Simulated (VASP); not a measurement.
Consider the following.

```xyz
8
Lattice="4.0286 0.0000 0.0000 0.0000 4.4216 0.0000 0.0000 0.0000 11.4747" Properties=species:S:1:pos:R:3 pbc="T T T"
Sn     1.0072     1.6706     7.1387
Sn     1.0072     0.5402     1.4014
Sn     3.0215     2.7510     4.3360
Sn     3.0215     3.8814    10.0733
S      1.0072     0.0815     4.0116
S      1.0072     2.1293     9.7489
S      3.0215     4.3401     7.4631
S      3.0215     2.2923     1.7258
```

Computed with PBE GGA, VASP's PBE PAW potentials (set 64) (plane waves; VASP). Settings: 400 eV cut-off, 6×6×3 Γ-centred mesh, tetrahedra with Blöchl corrections, potentials Sn_d S.

The cores are frozen, which limits the accuracy of field gradients.

Task: Give the principal components of the electric field gradient (V/Å²) and the asymmetry η at each nucleus.

Result: 
```
atom   Vxx   Vyy     Vzz     η
----  ----  ----  ------  ----
Sn1   71.4  38.1  -109.5  0.30
Sn2   71.4  38.1  -109.5  0.30
Sn3   71.4  38.1  -109.5  0.30
Sn4   71.4  38.1  -109.5  0.30
S5    17.8  16.9   -34.7  0.02
S6    17.8  16.9   -34.7  0.02
S7    17.8  16.9   -34.7  0.02
S8    17.8  16.9   -34.7  0.02
```

The compound is SnS in the sg62 structure. It was relaxed first, which changed the volume by +6 %.
